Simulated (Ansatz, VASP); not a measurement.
# Ti2Mo3 in two plane-wave programs

Aim: how closely do two programs agree when they are given the same cell, functional and k mesh? The structure shown is the end of the VASP relaxation below.

Program: Ansatz 0.2.0. Level of theory: plane waves, with VASP 6.6.1 beside it; single point at PBEsol and band structure at PBEsol. Results are calculated unless marked as measured.

## Step 1: Set-up

The cell holds 5 atoms: 3 Mo and 2 Ti. Its edges and angles: a = 2.848 Å, b = 2.848 Å, c = 23.501 Å, α = 90.0°, β = 90.0°, γ = 112.0°. It derives from TiMo. The (0 0 1) slab of TiMo, cut from the database cell (so at first; earlier steps may have moved the atoms). Vacuum lies along c.

Structure file:

```cif
data_structure
_symmetry_space_group_name_H-M 'P 1'
_symmetry_Int_Tables_number 1
_cell_length_a 2.8480
_cell_length_b 2.8480
_cell_length_c 23.5014
_cell_angle_alpha 90.000
_cell_angle_beta 90.000
_cell_angle_gamma 111.952
_cell_volume 176.80
loop_
_atom_site_label
_atom_site_type_symbol
_atom_site_fract_x
_atom_site_fract_y
_atom_site_fract_z
_atom_site_occupancy
Mo1 Mo 0.00000 0.00000 0.31913 1
Mo2 Mo 0.00000 0.00000 0.49714 1
Mo3 Mo 0.00000 0.00000 0.67011 1
Ti4 Ti 0.50000 0.50000 0.40956 1
Ti5 Ti 0.50000 0.50000 0.58603 1
```

## Step 2: VASP: relaxation, PBEsol

This run makes the geometry at which the two programs are then compared.

Lines of VASP's logs that name or quote its potential files are left out, and so is its time.

The input, INCAR:

```
SYSTEM = Ti2Mo3
PREC = Normal
ENCUT = 300
EDIFF = 1E-05
NELM = 120
ISMEAR = 1
SIGMA = 0.1
LREAL = .FALSE.
ALGO = Fast
GGA = PS
NBANDS = 19
LORBIT = 11
LWAVE = .FALSE.
LCHARG = .FALSE.
KPAR = 2
IBRION = 2
NSW = 40
ISIF = 2
EDIFFG = -0.03
POTIM = 0.4
MAXMIX = 40
IDIPOL = 3
LDIPOL = .TRUE.
DIPOL = 0.5 0.5 0.5
```

The input, POSCAR:

```
Ti2Mo3
1.0
    2.8479936316      0.0000000000      0.0000000000
   -1.0646527624      2.6415113517      0.0000000000
    0.0000000000      0.0000000000     23.5014430068
Mo Ti
3 2
Selective dynamics
Direct
    0.0000000000      0.0000000000      0.3191293400  F F F
    0.0000000000      0.0000000000      0.5000000000  T T T
    0.0000000000      0.0000000000      0.6808706600  T T T
    0.5000000000      0.5000000000      0.4095646700  F F F
    0.5000000000      0.5000000000      0.5904353300  T T T
```

The input, KPOINTS:

```
Automatic mesh
0
Gamma
7 7 1
0 0 0
```

Potentials, in the order of the species: Mo and Ti (PBE family, release 64).

Started as:

```console
> mpirun -np 2 vasp_std
```

Numbers of over 12 decimals in the logs are rounded to 6 here.

The log of the run:

```text
[banner, memory and clock lines left out]
running    2 mpi-ranks, on    1 nodes
 distrk:  each k-point on    1 cores,    2 groups
 distr:  one band on    1 cores,    1 groups

 POSCAR found type information on POSCAR MoTi
 POSCAR found :  2 types and       5 ions
|                                                                             |
|               ----> ADVICE to this user running VASP <----                  |
|                                                                             |
|     You enforced a specific xc type in the INCAR file but a different       |
|     [... a line on the potential file left out ...]
|     I HOPE YOU KNOW WHAT YOU ARE DOING!                                     |
|                                                                             |

 LDA part: xc-table for (Slater+PW92), standard interpolation
 POSCAR, INCAR and KPOINTS ok, starting setup
 FFT: planning ... GRIDC
 FFT: planning ... GRID_SOFT
 FFT: planning ... GRID
 WAVECAR not read
 entering main loop
       N       E                     dE             d eps       ncg     rms          rms(c)
DAV:   1     0.106030287965E+03    0.10603E+03   -0.69215E+03   608   0.710E+02
DAV:   2    -0.295738497536E+02   -0.13560E+03   -0.12943E+03   669   0.185E+02
DAV:   3    -0.542956311931E+02   -0.24722E+02   -0.23740E+02  1052   0.694E+01
DAV:   4    -0.554137284578E+02   -0.11181E+01   -0.10584E+01   888   0.166E+01
DAV:   5    -0.554554805266E+02   -0.41752E-01   -0.41303E-01   997   0.270E+00    0.286E+01
RMM:   6    -0.689351514770E+02   -0.13480E+02   -0.72470E+01   705   0.352E+01    0.186E+01
RMM:   7    -0.605208538352E+02    0.84143E+01   -0.52472E+01   718   0.373E+01    0.161E+01
RMM:   8    -0.617903258387E+02   -0.12695E+01   -0.26209E+01   687   0.299E+01    0.151E+01
RMM:   9    -0.501785621554E+02    0.11612E+02   -0.71567E+00   681   0.131E+01    0.604E+00
RMM:  10    -0.493093271518E+02    0.86924E+00   -0.18038E+00   667   0.762E+00    0.302E+00
RMM:  11    -0.492970690753E+02    0.12258E-01   -0.60732E-01   764   0.299E+00    0.254E+00
RMM:  12    -0.493714713352E+02   -0.74402E-01   -0.17508E-01   697   0.198E+00    0.274E+00
RMM:  13    -0.493001473970E+02    0.71324E-01   -0.12183E-01   676   0.197E+00    0.209E+00
RMM:  14    -0.492370671393E+02    0.63080E-01   -0.92020E-02   669   0.176E+00    0.131E+00
RMM:  15    -0.492181393304E+02    0.18928E-01   -0.53794E-02   719   0.967E-01    0.883E-01
RMM:  16    -0.492073763617E+02    0.10763E-01   -0.34075E-02   724   0.765E-01    0.452E-01
RMM:  17    -0.492050670227E+02    0.23093E-02   -0.28466E-02   735   0.712E-01    0.234E-01
RMM:  18    -0.492048859919E+02    0.18103E-03   -0.44709E-03   727   0.302E-01    0.974E-02
RMM:  19    -0.492050026707E+02   -0.11668E-03   -0.11456E-03   742   0.143E-01    0.598E-02
RMM:  20    -0.492049881931E+02    0.14478E-04   -0.29760E-04   728   0.793E-02    0.287E-02
RMM:  21    -0.492050129431E+02   -0.24750E-04   -0.18350E-04   680   0.556E-02    0.470E-02
RMM:  22    -0.492049948896E+02    0.18054E-04   -0.12836E-04   646   0.645E-02    0.261E-02
RMM:  23    -0.492049942036E+02    0.68594E-06   -0.80811E-05   591   0.531E-02
   1 F= -.49204994E+02 E0= -.49206512E+02  d E =-.492050E+02
[... from here on, the cycles between the ionic steps are left out ...]
   2 F= -.49235203E+02 E0= -.49237162E+02  d E =-.302088E-01
   4 F= -.49256248E+02 E0= -.49258551E+02  d E =-.512537E-01
   5 F= -.49261237E+02 E0= -.49263554E+02  d E =-.498894E-02
   6 F= -.49269536E+02 E0= -.49271883E+02  d E =-.132884E-01
   7 F= -.49269955E+02 E0= -.49272297E+02  d E =-.137069E-01
   8 F= -.49274920E+02 E0= -.49277240E+02  d E =-.496471E-02
   9 F= -.49285645E+02 E0= -.49287899E+02  d E =-.156900E-01
  10 F= -.49286252E+02 E0= -.49288311E+02  d E =-.162971E-01
  11 F= -.49289672E+02 E0= -.49291871E+02  d E =-.197175E-01
  12 F= -.49289672E+02 E0= -.49291859E+02  d E =-.197174E-01
  13 F= -.49289818E+02 E0= -.49292011E+02  d E =-.145542E-03
 trial-energy change:   -0.000146  1 .order   -0.000134   -0.000589    0.000321
 step:   1.7785(harm=  1.7785)  dis= 0.00271  next Energy=   -49.289863 (dE=-0.190E-03)
 bond charge predicted
       N       E                     dE             d eps       ncg     rms          rms(c)
DAV:   1    -0.492898961268E+02   -0.76434E-04   -0.22952E-02   614   0.809E-01    0.383E-02
RMM:   2    -0.492898684374E+02    0.27689E-04   -0.15148E-04   610   0.950E-02    0.396E-03
RMM:   3    -0.492898738786E+02   -0.54412E-05   -0.54898E-05   513   0.326E-02
  14 F= -.49289874E+02 E0= -.49292071E+02  d E =-.201718E-03
 curvature:  -0.99 expect dE=-0.612E-05 dE for cont linesearch -0.169E-05
 trial: gam=-0.05788 g(F)=  0.618E-05 g(S)=  0.000E+00 ort = 0.202E-04 (trialstep = 0.255E+01)
 search vector abs. value=  0.464E-05
 reached required accuracy - stopping structural energy minimisation
```

OUTCAR, selected parts (step 2):

```text
ion  position               nearest neighbor table
   1  0.000  0.000  0.319-   4 2.66   4 2.66   4 3.18   4 3.18
   2  0.000  0.000  0.500-   4 2.66   5 2.66   4 2.66   5 2.66   4 3.18   5 3.18   4 3.18   5 3.18

  LATTYP: Found a base centered orthorhombic cell.
 ALAT       =     3.1871440000
 B/A-ratio  =     1.4812150595
 C/A-ratio  =     7.3738252826

 Subroutine GETGRP returns: Found  8 space group operations
 (whereof  8 operations were pure point group operations)

The static configuration has the point symmetry D_2h.

 Found     16 irreducible k-points:

   k-points           NKPTS =     16   k-points in BZ     NKDIM =     16   number of bands    NBANDS=     19

   dimension x,y,z NGX =    12 NGY =   12 NGZ =  100
   dimension x,y,z NGXF=    24 NGYF=   24 NGZF=  200

   ENCUT  =  300.0 eV  22.05 Ry    4.70 a.u.   4.02  4.02 33.19*2*pi/ulx,y,z

   NELECT =      26.0000    total number of electrons

 k-points in reciprocal lattice and weights: Automatic mesh
   0.00000000  0.00000000  0.00000000       0.020
   0.14285714  0.00000000  0.00000000       0.082
   0.28571429  0.00000000  0.00000000       0.082
   0.42857143  0.00000000  0.00000000       0.082
   0.14285714  0.14285714  0.00000000       0.041
   0.28571429  0.14285714  0.00000000       0.082
   0.42857143  0.14285714  0.00000000       0.082
  -0.42857143  0.14285714  0.00000000       0.082
  -0.28571429  0.14285714  0.00000000       0.082
[...]
0.42857143  0.42857143  0.00000000       0.041
  -0.42857143  0.42857143  0.00000000       0.041

 dipolmoment           0.000000      0.000000     -0.001614 electrons x Angstroem

 average (electrostatic) potential at core
       1 -43.3448       2 -42.9502       3 -43.1925       4 -29.3509       5 -29.2128

 E-fermi :  -0.4899

 k-point     1 :       0.0000    0.0000    0.0000
  band No.  band energies     occupation
    ...
      7      -1.9217      2.00000
      8      -1.7325      2.00000
      9      -1.0363      2.00000
     10      -0.8382      2.00001
     11      -0.7894      2.00019
     12      -0.4193      0.07658
     13       0.0669     -0.00000
     14       0.1260     -0.00000
     15       0.2523     -0.00000
     16       0.6778     -0.00000
    ...

 k-point     2 :       0.1429    0.0000    0.0000
  band No.  band energies     occupation
    ...
      8      -1.7416      2.00000
      9      -1.3149      2.00000
     10      -1.1946      2.00000
     11      -0.9338      2.00000
     12      -0.4883      0.97409
     13      -0.3714     -0.07039
     14      -0.1674     -0.00005
     15       0.1644     -0.00000
     16       0.5625     -0.00000
     17       0.6528     -0.00000
    ...

 k-point     3 :       0.2857    0.0000    0.0000
  band No.  band energies     occupation
    ...
     10      -1.2600      2.00000
     11      -1.0892      2.00000
     12      -1.0199      2.00000
     13      -0.9643      2.00000
     14      -0.6804      2.02148
     15      -0.2212     -0.00097
     16       1.1128     -0.00000
     17       1.2795     -0.00000
     18       1.4233     -0.00000
     19       1.4821     -0.00000

  Total       -8.7669649     -8.6815427     -1.7066201      0.1059705      0.0000000      0.0000000
  in kB      -79.4463272    -78.6722308    -15.4654092      0.9603058      0.0000000      0.0000000
  external PRESSURE =     -57.8613224 kB  Pullay stress =       0.0000000 kB

  energy-cutoff  :      300.00
  volume of cell :      176.80
      direct lattice vectors                 reciprocal lattice vectors
     2.847993632  0.000000000  0.000000000     0.351124381  0.141519567  0.000000000
    -1.064652762  2.641511352  0.000000000     0.000000000  0.378571154  0.000000000
     0.000000000  0.000000000 23.501443007     0.000000000  0.000000000  0.042550579

 POSITION                                       TOTAL-FORCE (eV/Angst)
 -----------------------------------------------------------------------------------
      0.00000      0.00000      7.50000        -0.000000      0.000000      0.712833
      0.00000      0.00000     11.68356         0.000000      0.000000      0.007271
      0.00000      0.00000     15.74848         0.000000      0.000000     -0.010305
      0.89167      1.32076      9.62536         0.000000      0.000000     -0.710876
      0.89167      1.32076     13.77257         0.000000      0.000000      0.001077
 -----------------------------------------------------------------------------------
    total drift:                                0.000000      0.000000     -0.005465

  FREE ENERGIE OF THE ION-ELECTRON SYSTEM (eV)
  ---------------------------------------------------
  free  energy   TOTEN  =       -49.2898738786 eV

  energy  without entropy=      -49.2964651274  energy(sigma->0) =      -49.29207096

 reached required accuracy - stopping structural energy minimisation

 vacuum level on the upper side and lower side of the slab         4.421         4.459

 total charge
# of ion       s       p       d       tot
------------------------------------------
    1        0.486   0.321   4.220   5.027
    2        0.516   0.436   4.435   5.387
    3        0.502   0.331   4.303   5.137
    4        0.561   0.698   2.580   3.838
    5        0.580   0.726   2.655   3.961
--------------------------------------------------
tot          2.645   2.513  18.192  23.350

[... 3 further parts left out ...]
```

The data sets Mo and Ti keep the semicore shell frozen, which is cheaper and a little less accurate. The run keeps the 4 symmetry operations of its start, so it cannot find a distortion of lower symmetry.

(Continued in part 2 of 2.)

[Lines on the potential files, build, host, timing and source positions are cut from VASP's logs without a mark.]

[Logs are printed without paths, hosts, clocks, repeated set-up lines and the standing remarks that a program may print on its own settings, such as how far it seeks lower states.]

[Hosts, paths, dates, database ids (printed as entryN), source tags and the programs' standing remarks are cut or masked in the printed files.]
